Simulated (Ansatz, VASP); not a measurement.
**TiSn in two plane-wave programs**

One calculation is typed for both programs; each brings its own data sets. How far apart do they land? The cell is generated by rule, not measured, and may not be a known phase. The cell is taken from a series of runs on this material, whose earlier steps may have relaxed, scaled, displaced or heated it; both programs get it as it stands.

Main program and level: Ansatz 0.2.0; plane waves, with VASP 6.6.1 beside it; relaxation of cell and atoms at PBE.

The structure was built from a prototype and need not be the compound's stable phase.

### Step 1. Starting point

The structure is cubic, space group Fm-3m (No. 225). The conventional cell has a = 5.610 Å, b = 5.610 Å, c = 5.610 Å, α = 90.00°, β = 90.00°, γ = 90.00°. Nearest to Ti lie 6 Sn at 2.81 Å. Nearest to Sn lie 6 Ti at 2.81 Å. Farther neighbours are not listed.

Structure file:

```cif
data_structure
_symmetry_space_group_name_H-M 'Fm-3m'
_symmetry_Int_Tables_number 225
_cell_length_a 5.6100
_cell_length_b 5.6100
_cell_length_c 5.6100
_cell_angle_alpha 90.000
_cell_angle_beta 90.000
_cell_angle_gamma 90.000
_cell_volume 176.56
loop_
_atom_site_label
_atom_site_type_symbol
_atom_site_symmetry_multiplicity
_atom_site_Wyckoff_symbol
_atom_site_fract_x
_atom_site_fract_y
_atom_site_fract_z
_atom_site_occupancy
Ti1 Ti 4 a 0.00000 0.00000 0.00000 1
Sn1 Sn 4 b 0.50000 0.00000 0.00000 1
```

### Step 2. VASP: relaxation of cell and atoms, PBE

The relaxed volume is the usual yardstick between codes: in a stiff, nearly cubic crystal its relative difference is about their pressure difference at one cell divided by the bulk modulus.

Lines of VASP's logs that name or quote its potential files are left out, and so is its time.

File INCAR:

```
SYSTEM = TiSn
PREC = Accurate
ENCUT = 500
EDIFF = 1E-07
NELM = 120
ISMEAR = 0
SIGMA = 0.1
LREAL = .FALSE.
ALGO = Normal
GGA = PE
NBANDS = 19
LASPH = .TRUE.
LORBIT = 11
LWAVE = .FALSE.
LCHARG = .FALSE.
ISIF = 3
IBRION = 2
NSW = 80
EDIFFG = -0.005
GGA_COMPAT = .FALSE.
NELMIN = 4
KPAR = 2
```

File POSCAR:

```
TiSn
1.0
    0.0000000000      2.8050000000      2.8050000000
    2.8050000000      0.0000000000      2.8050000000
    2.8050000000      2.8050000000      0.0000000000
Ti Sn
1 1
Direct
    0.0000000000      0.0000000000      0.0000000000
    0.5000000000      0.5000000000      0.5000000000
```

File KPOINTS:

```
Automatic mesh
0
Gamma
12 12 12
0 0 0
```

The projector-augmented-wave data sets are Ti_sv and Sn_d (PBE family, release 64).

Started as:

```
$ mpirun -np 2 vasp_std
```

Numbers of over 12 decimals in the logs are rounded to 6 here.

The program printed:

```text
[banner, memory and clock lines left out]
running    2 mpi-ranks, on    1 nodes
 distrk:  each k-point on    1 cores,    2 groups
 distr:  one band on    1 cores,    1 groups

 POSCAR found type information on POSCAR TiSn
 POSCAR found :  2 types and       2 ions
 LDA part: xc-table for (Slater+PW92), standard interpolation
 POSCAR, INCAR and KPOINTS ok, starting setup
 FFT: planning ... GRIDC
 FFT: planning ... GRID_SOFT
 FFT: planning ... GRID
 WAVECAR not read
 entering main loop
       N       E                     dE             d eps       ncg     rms          rms(c)
DAV:   1     0.226262817098E+03    0.22626E+03   -0.13445E+04  2745   0.193E+03
DAV:   2     0.678019561595E+01   -0.21948E+03   -0.21601E+03  2763   0.450E+02
DAV:   3    -0.129787895305E+02   -0.19759E+02   -0.19448E+02  3412   0.133E+02
DAV:   4    -0.139093009594E+02   -0.93051E+00   -0.92509E+00  3927   0.259E+01
DAV:   5    -0.139326322499E+02   -0.23331E-01   -0.23328E-01  3545   0.337E+00    0.994E+00
DAV:   6    -0.122228092658E+02    0.17098E+01   -0.14699E+01  2950   0.298E+01    0.529E+00
DAV:   7    -0.118316795159E+02    0.39113E+00   -0.37835E+00  2996   0.175E+01    0.248E+00
DAV:   8    -0.118277512263E+02    0.39283E-02   -0.42227E-01  3014   0.620E+00    0.119E+00
DAV:   9    -0.118069844958E+02    0.20767E-01   -0.96402E-02  2994   0.288E+00    0.263E-01
DAV:  10    -0.118079896161E+02   -0.10051E-02   -0.50564E-03  3924   0.766E-01    0.101E-01
DAV:  11    -0.118080258104E+02   -0.36194E-04   -0.24190E-04  3602   0.146E-01    0.863E-02
DAV:  12    -0.118079644996E+02    0.61311E-04   -0.15699E-04  3182   0.884E-02    0.623E-03
DAV:  13    -0.118079664641E+02   -0.19646E-05   -0.53612E-06  3395   0.159E-02    0.873E-03
DAV:  14    -0.118079660134E+02    0.45070E-06   -0.86934E-07  3721   0.939E-03    0.144E-03
DAV:  15    -0.118079661192E+02   -0.10575E-06   -0.19530E-07  1998   0.403E-03    0.158E-03
DAV:  16    -0.118079660987E+02    0.20507E-07   -0.30590E-08  1491   0.211E-03
   1 F= -.11807966E+02 E0= -.11805968E+02  d E =-.118080E+02
 curvature:   0.00 expect dE= 0.000E+00 dE for cont linesearch  0.000E+00
 trial: gam= 0.00000 g(F)=  0.480E-60 g(S)=  0.836E-03 ort = 0.000E+00 (trialstep = 0.100E+01)
 search vector abs. value=  0.836E-03
 bond charge predicted
       N       E                     dE             d eps       ncg     rms          rms(c)
DAV:   1    -0.118312993957E+02   -0.23333E-01   -0.41622E-01  3462   0.941E+00    0.116E+00
DAV:   2    -0.118156392085E+02    0.15660E-01   -0.12224E-01  3226   0.381E+00    0.501E-01
DAV:   3    -0.118088771141E+02    0.67621E-02   -0.27008E-02  3092   0.165E+00    0.219E-01
DAV:   4    -0.118079777153E+02    0.89940E-03   -0.50044E-03  4029   0.792E-01    0.729E-02
DAV:   5    -0.118080321157E+02   -0.54400E-04   -0.35696E-04  3327   0.146E-01    0.620E-02
DAV:   6    -0.118080832541E+02   -0.51138E-04   -0.65273E-05  3961   0.482E-02    0.406E-02
DAV:   7    -0.118081195397E+02   -0.36286E-04   -0.11553E-04  3388   0.828E-02    0.131E-02
DAV:   8    -0.118081235595E+02   -0.40198E-05   -0.21163E-05  3422   0.252E-02    0.549E-03
DAV:   9    -0.118081248626E+02   -0.13030E-05   -0.62568E-07  3095   0.523E-03    0.456E-03
DAV:  10    -0.118081242909E+02    0.57166E-06   -0.13726E-07  2427   0.254E-03    0.193E-03
DAV:  11    -0.118081242719E+02    0.19033E-07   -0.92126E-08  1963   0.212E-03
   2 F= -.11808124E+02 E0= -.11806139E+02  d E =-.158173E-03
 trial-energy change:   -0.000158  1 .order   -0.000143   -0.000836    0.000551
 step:   0.6186(harm=  0.6031)  dis= 0.00000  next Energy=   -11.808228 (dE=-0.262E-03)
 bond charge predicted
       N       E                     dE             d eps       ncg     rms          rms(c)
DAV:   1    -0.118116041649E+02   -0.34799E-02   -0.60876E-02  3451   0.363E+00    0.445E-01
DAV:   2    -0.118093903792E+02    0.22138E-02   -0.18568E-02  3151   0.146E+00    0.195E-01
DAV:   3    -0.118083562281E+02    0.10342E-02   -0.40142E-03  3038   0.636E-01    0.830E-02
DAV:   4    -0.118082197710E+02    0.13646E-03   -0.73218E-04  4141   0.302E-01    0.265E-02
DAV:   5    -0.118082237248E+02   -0.39539E-05   -0.44288E-05  3219   0.522E-02    0.236E-02
DAV:   6    -0.118082288202E+02   -0.50954E-05   -0.88590E-06  4040   0.184E-02    0.155E-02
DAV:   7    -0.118082288194E+02    0.79990E-09   -0.18683E-05  3431   0.329E-02    0.491E-03
DAV:   8    -0.118082285645E+02    0.25485E-06   -0.33685E-06  3383   0.956E-03    0.209E-03
DAV:   9    -0.118082280884E+02    0.47619E-06   -0.84146E-08  2075   0.207E-03    0.168E-03
DAV:  10    -0.118082281871E+02   -0.98724E-07   -0.21437E-08  1443   0.139E-03
   3 F= -.11808228E+02 E0= -.11806238E+02  d E =-.262088E-03
 curvature:  -0.30 expect dE=-0.134E-06 dE for cont linesearch -0.134E-06
 trial: gam= 0.00000 g(F)=  0.297E-58 g(S)=  0.444E-06 ort =-0.193E-04 (trialstep = 0.924E+00)
 search vector abs. value=  0.444E-06
 reached required accuracy - stopping structural energy minimisation
```

Parts of OUTCAR (step 2):

```text
ion  position               nearest neighbor table
   1  0.000  0.000  0.000-   2 2.81   2 2.81   2 2.81   2 2.81   2 2.81   2 2.81
   2  0.500  0.500  0.500-   1 2.81   1 2.81   1 2.81   1 2.81   1 2.81   1 2.81

  LATTYP: Found a face centered cubic cell.
 ALAT       =     5.6100000000

 Subroutine GETGRP returns: Found 48 space group operations
 (whereof 48 operations were pure point group operations)

The static configuration has the point symmetry O_h .

 Found     72 irreducible k-points:

   k-points           NKPTS =     72   k-points in BZ     NKDIM =     72   number of bands    NBANDS=     19

   dimension x,y,z NGX =    30 NGY =   30 NGZ =   30
   dimension x,y,z NGXF=    60 NGYF=   60 NGZF=   60

   ENCUT  =  500.0 eV  36.75 Ry    6.06 a.u.   7.23  7.23  7.23*2*pi/ulx,y,z

   NELECT =      26.0000    total number of electrons

 k-points in reciprocal lattice and weights: Automatic mesh
   0.00000000  0.00000000  0.00000000       0.001
   0.08333333  0.00000000  0.00000000       0.005
   0.16666667  0.00000000  0.00000000       0.005
   0.25000000  0.00000000  0.00000000       0.005
   0.33333333  0.00000000  0.00000000       0.005
   0.41666667  0.00000000  0.00000000       0.005
   0.50000000  0.00000000  0.00000000       0.002
   0.08333333  0.08333333  0.00000000       0.003
   0.16666667  0.08333333  0.00000000       0.014
[...]
-0.33333333  0.50000000  0.16666667       0.007
  -0.25000000  0.50000000  0.25000000       0.003

 average (electrostatic) potential at core
       1 -73.1890       2 -98.2157

 E-fermi :   8.1977

 k-point     1 :       0.0000    0.0000    0.0000
  band No.  band energies     occupation
    ...
      6     -12.6861      2.00000
      7     -12.6195      2.00000
      8     -12.6195      2.00000
      9     -12.6195      2.00000
     10      -1.4844      2.00000
     11       8.2943      0.17185
     12       8.2943      0.17185
     13       8.2943      0.17183
     14       8.6353      0.00000
     15       8.6353      0.00000
    ...

 k-point     2 :       0.0833    0.0000    0.0000
  band No.  band energies     occupation
    ...
      7     -12.6188      2.00000
      8     -12.6177      2.00000
      9     -12.6177      2.00000
     10      -1.3821      2.00000
     11       8.1097      1.78687
     12       8.2595      0.38252
     13       8.2595      0.38249
     14       8.5092      0.00001
     15       8.5092      0.00001
     16      11.0885      0.00000
    ...

 k-point     3 :       0.1667    0.0000    0.0000
  band No.  band energies     occupation
    ...
      9     -12.6127      2.00000
     10      -1.0791      2.00000
     11       7.4873      2.00000
     12       7.9012      1.99997
     13       7.9012      1.99997
     14       8.5478      0.00000
     15       8.5478      0.00000
     16      10.3578      0.00000
     17      12.3540      0.00000
     18      12.3540      0.00000
    ...

  Total        0.0024771      0.0024771      0.0024771     -0.0000000     -0.0000000      0.0000000
  in kB        0.0903490      0.0903490      0.0903490     -0.0000000     -0.0000000      0.0000000
  external PRESSURE =       0.0903490 kB  Pullay stress =       0.0000000 kB

  energy-cutoff  :      500.00
  volume of cell :       43.93
      direct lattice vectors                 reciprocal lattice vectors
    -0.000000000  2.800500118  2.800500118    -0.178539539  0.178539539  0.178539539
     2.800500118 -0.000000000  2.800500118     0.178539539 -0.178539539  0.178539539
     2.800500118  2.800500118 -0.000000000     0.178539539  0.178539539 -0.178539539

 POSITION                                       TOTAL-FORCE (eV/Angst)
 -----------------------------------------------------------------------------------
      0.00000      0.00000      0.00000        -0.000000      0.000000     -0.000000
      2.80050      2.80050      2.80050         0.000000     -0.000000      0.000000
 -----------------------------------------------------------------------------------
    total drift:                                0.000000      0.000000      0.000000

  FREE ENERGIE OF THE ION-ELECTRON SYSTEM (eV)
  ---------------------------------------------------
  free  energy   TOTEN  =       -11.8082281871 eV

  energy  without entropy=      -11.8042483561  energy(sigma->0) =      -11.80623827

 reached required accuracy - stopping structural energy minimisation

 total charge
# of ion       s       p       d       tot
------------------------------------------
    1        2.152   6.077   1.944  10.173
    2        1.173   1.378   9.966  12.517
--------------------------------------------------
tot          3.325   7.455  11.910  22.690

[... 3 further parts left out ...]
```

CONTCAR:

```
TiSn
   1.00000000000000
    -0.0000000000000000    2.8005001181077329    2.8005001181077329
     2.8005001181077329   -0.0000000000000000    2.8005001181077329
     2.8005001181077329    2.8005001181077329   -0.0000000000000000
  Ti              Sn
     1     1
Direct
     0.0000000000000000    0.0000000000000000    0.0000000000000000
     0.5000000000000000    0.5000000000000000    0.5000000000000000
```

The run keeps the 48 symmetry operations of its start, so it cannot find a distortion of lower symmetry.

### Step 3. Ansatz: relaxation of cell and atoms, PBE

Ansatz runs on its default PAW (the set named soft_2) files.

The same cell, functional, mesh and smearing now go to Ansatz, which takes its cutoff from its data sets.

File input.yaml:

```yaml
crystal:
  lattice:
    - [0.0, 2.805, 2.805]
    - [2.805, 0.0, 2.805]
    - [2.805, 2.805, 0.0]
  atoms:
    - { symbol: Ti, position: [0.0, 0.0, 0.0] }
    - { symbol: Sn, position: [0.5, 0.5, 0.5] }
kpoints:
  mp_grid: { grid: [12, 12, 12] }
hamiltonian:
  xc: pbe
scf:
  occupations: { method: gaussian, width: 0.1 }
output:
  forces: true
  stress: true
  eigenvalues: true
relax:
  adjacent_minimum: "off"
  f_tol: 0.005
  max_steps: 80
  cell: { stress_tol: 0.05 }
```

Started as:

```
$ ansatz run input.yaml --threads 4 --pin off --max-ram 7168MiB --backend cpu --events-out ev --progress --plain --runs-dir out
```

The program printed:

```text
Engine: ansatz 0.2.0, aarch64-unknown-linux-gnu
Pseudopotentials: kind: paw
Pseudopotential: Ti, paw, valence charge 12, recommended cutoff 420 eV (normal), Ti.paw.azcp
Pseudopotential: Sn, paw, valence charge 14, recommended cutoff 420 eV (normal), Sn.paw.azcp
Functional definition: PBE
  parameter kappa = 0.804
  parameter beta = 0.066725
  exchange = pbe_x(kappa = kappa, mu = beta*pi^2/3)
  correlation = pbe_c(beta = beta)
Crystal: 2 atoms, lattice volume = 44.140 Å³
Basis set: ecut = 420 eV, 869 PW (Γ), exchange–correlation on 54×54×54 points (8 copies of the dense FFT grid, shifted against one another)
Bands: 17, of which v1, the nominal top of the filled ones, is band 13 counted from 1 (12 counted from 0)
Symmetry: 48 space group operations
Space group: Fm-3m (ITA 225), of the structure as read, at distance tolerance 3.5e-5 Å
k-points: 72 of 1728
Non-local potential: Ti, projectors of the file, l = 0: 3, l = 1: 2, l = 2: 3, l = 3: 1
Non-local potential: Sn, projectors of the file, l = 0: 2, l = 1: 2, l = 2: 2, l = 3: 2
PAW form: soft (Blöchl's): semilocal exchange-correlation on the pseudo side does not see the compensation charge
PAW one-centre angular grid: Ti, 590 points (default); XC on 64 Gauss nodes
PAW one-centre angular grid: Sn, 590 points (default); XC on 64 Gauss nodes
Initial density: superposition of atomic densities (neutral atoms: chi_scale 0, normalization atom), corrected by the library's trained network
Initial wavefunctions: pseudopotential atomic-orbital guess
Functional: x = pbe(κ = 0.804, μ = 0.219515), c = pbe(β = 0.066725)
SCF iter   1: F=—  HF=-8524.010884 eV  |F-HF|=—  |Δ(HF+E_count)|=         —  Δρ=7.04e-3  dr2=3.08e-2  ethr=1.77e-3  ⟨swp⟩=5.3  Hψ=6101  notcnv=0
preconditioner: auto → Kerker (q_TF=auto, 2.498 Å⁻¹)  [metal: Δε(μ)=0.012 eV  Ē_g=14.652 eV  σ=0.100 eV  W_gap=0.07  n_scr=14 (ndim 8)  ℏωp=23.7 eV  f_vac=0.000  D(μ)=0.82/eV (n_scr^D=0)]
SCF iter   2: F=—  HF=-8524.007589 eV  |F-HF|=—  |Δ(HF+E_count)|=   3.30e-3  Δρ=3.66e-3  dr2=8.19e-3  ethr=1.18e-4  ⟨swp⟩=1.3  Hψ=1834  notcnv=0
SCF iter   3: F=—  HF=-8524.006572 eV  |F-HF|=—  |Δ(HF+E_count)|=   1.02e-3  Δρ=5.64e-4  dr2=1.90e-4  ethr=3.15e-5  ⟨swp⟩=2.0  Hψ=1381  notcnv=0
SCF iter   4: F=—  HF=-8524.006559 eV  |F-HF|=—  |Δ(HF+E_count)|=   1.29e-5  Δρ=1.07e-4  dr2=4.80e-6  ethr=7.33e-7  ⟨swp⟩=2.0  Hψ=1533  notcnv=0
SCF iter   5: F=—  HF=-8524.006564 eV  |F-HF|=—  |Δ(HF+E_count)|=   4.51e-6  Δρ=3.05e-5  dr2=6.81e-7  ethr=1.85e-8  ⟨swp⟩=2.0  Hψ=1845  notcnv=0
SCF iter   6: F=-8524.006564 eV  HF=-8524.006564 eV  |F-HF|=2.05e-8  |Δ(HF+E_count)|=   1.92e-7  Δρ=1.21e-5  dr2=5.39e-8  ethr=3.85e-10  ⟨swp⟩=6.4  Hψ=5482  notcnv=0
SCF 1 converged in 6 iterations: F = -8524.006564 eV  dr2 = 5.39e-8
  greatest PAW one-centre occupation: 0.999 electrons in one spin orbital (limit 2), on the Ti atom at site 0 (counted from 0), in its partial waves of l = 0
relax step   1: F+E_penalty+E_count = -8524.00656353 eV  Δ(F+E_penalty+E_count) = +0.000e0 eV  max|allowed force component| = 2.968e-29 eV/Å  Δτ_max = 0.0000 Å  P = -0.382 GPa  Ω = 44.140 Å³  (6 SCF iters, dr2 threshold 1.00e-7 eV, accepted)
[...]
relax step   2: F+E_penalty+E_count = -8524.00656102 eV  Δ(F+E_penalty+E_count) = +2.507e-6 eV  max|allowed force component| = 8.645e-30 eV/Å  Δτ_max = 0.0000 Å  P = +0.446 GPa  Ω = 43.704 Å³  energy of the carried Pulay correction = +7.435e-5 eV  (6 SCF iters, dr2 threshold 2.00e-7 eV, rejected (line search))
[...]
relax step   3: F+E_penalty+E_count = -8524.00684236 eV  Δ(F+E_penalty+E_count) = -2.788e-4 eV  max|allowed force component| = 8.625e-29 eV/Å  Δτ_max = 0.0000 Å  P = -0.003 GPa  Ω = 43.937 Å³  energy of the carried Pulay correction = +3.439e-5 eV  (7 SCF iters, accepted)
[...]
relax step   4: F+E_penalty+E_count = -8524.00680792 eV  Δ(F+E_penalty+E_count) = +3.444e-5 eV  max|allowed force component| = 1.023e-28 eV/Å  Δτ_max = 0.0000 Å  P = -0.003 GPa  Ω = 43.937 Å³  stress off target by 3.12e-3 GPa  SCF on the basis re-selected at this cell (its energy is not comparable with the rows above)  (8 SCF iters)
basis re-selected at this cell: Δ(F+E_penalty+E_count) = +3.444e-5 eV, ΔP = +0.000 GPa vs the last step (what re-selecting the basis moved, of the pressure what is left beyond the Pulay correction that the steps carried, after the strain that the cell walked since its last selection, with what the two solves' SCF thresholds leave and, on support functions, any second-order correction that the steps lacked; it is no m [...]
SCF converged after 8 iterations
Free energy (F): -8524.006808 eV
Harris-Foulkes:  -8524.006808 eV  (|F-HF|=0.00e0)
Internal energy: -8524.002829 eV  (E = F + TS)
E sigma→0 (E₀):  -8524.004818 eV
Entropy (-TS):   -0.003979 eV (-1.990 meV/atom)
Fermi energy:    11.859275 eV
--- Per-component energies (eV) ---
  E_band       = -242.390667
  E_kinetic    = 459.964551
  E_local      = -1710.353082  (includes V_loc(G=0)·N_el)
  E_nonlocal   = -22.469143
  E_hartree    = 888.858984
  E_xc         = -479.810258
  E_vxc        = -217.940436  (∫ρ·V_xc dr)
  E_paw        = -5185.879392  (= ΣΔE_a)
  E_vpaw       = -529.310638  (= ΣTr[D̂ρ^β])
  E_aug_tail   = 0.000113  (compensation charges beyond the density's cutoff)
  E_ewald      = -2474.314602
  E_smearing   = -0.003979  (= −TS)
  E_closure    = 0.000000  (closes the sum)
  Σ components = -8524.006808   (vs F -8524.006808, Δ=0.00e0)
--- Forces (eV/Å), atoms counted from 1 ---
  atom   1  Ti    -0.00000000     0.00000000    -0.00000000
  atom   2  Sn     0.00000000    -0.00000000    -0.00000000
  max |Σ_I F_I| component: 1.99e-28 eV/Å
--- Stress (GPa, compression-positive) ---
       -0.003118      -0.000000      -0.000000
       -0.000000      -0.003118      -0.000000
       -0.000000      -0.000000      -0.003118
  P = ⅓ Tr σ = -0.0031 GPa (-0.031 kbar)
--- Band table (eV; the first three rows and the last of 72) ---
  k-point 0: bands = [... 9 lower, 2.1734, 11.9561, 11.9561, 11.9561, 12.2982, 12.2982, 15.1842, 15.1842]
  k-point 1: bands = [... 9 lower, 2.2758, 11.7711, 11.9213, 11.9213, 12.1717, 12.1717, 14.7503, 15.4381]
  k-point 2: bands = [... 9 lower, 2.5793, 11.1480, 11.5628, 11.5628, 12.2102, 12.2102, 14.0204, 16.0164]
  k-point 71: bands = [... 9 lower, 5.2184, 9.2420, 9.2420, 9.9372, 13.1077, 13.1077, 13.1476, 13.3630]
--- Relaxed structure (3 steps of the walk, 2 accepted, 1 SCFs on fresh bases) ---
  F+E_penalty+E_count = -8524.00680792 eV   max|allowed force component| = 1.023e-28 eV/Å   (the final SCF, on the basis selected at the relaxed cell)
  cell:  # Å, volume = 43.9375 Å³
    - [0, 2.800712, 2.800712]
    - [2.800712, 0, 2.800712]
    - [2.800712, 2.800712, 0]
  atoms:
    - { symbol: Ti, position: [0, 0, 0] }
    - { symbol: Sn, position: [0.500000, 0.500000, 0.500000] }
```

### Step 4. Comparison

Known differences besides the potentials themselves: the cutoff is 420 eV in Ansatz and 500 eV in VASP; Ansatz adds a Pulay correction to the stress that steers its cell, VASP none. Total energies have different zeros and are not compared.

Compared:

| quantity | Ansatz | VASP | difference |
| --- | --- | --- | --- |
| volume (Å³) | 43.94 | 43.93 | +0.02 % |
| edge a after relaxation, in the typed setting (Å) | 3.961 | 3.961 | +0.01 % |

### Step 5. Summary of results

```yaml
difference_in_volume_relaxation_of_cell_and_atoms_pbe: 0.023 %
```

The difference in volume is 0.023 % (relaxation of cell and atoms, PBE), within the 1.2 % picked in this series as the mark of a large difference, as far as the stopping tolerances let one tell. 2 further runs of this series are not shown here. How closely two codes agree says nothing of how well the functional describes the real material.

[Lines on the potential files, build, host, timing and source positions are cut from VASP's logs without a mark.]

[Logs are printed without paths, hosts, clocks, repeated set-up lines and the standing remarks that a program may print on its own settings, such as how far it seeks lower states.]

[Hosts, paths, dates, database ids (printed as entryN), source tags and the programs' standing remarks are cut or masked in the printed files.]
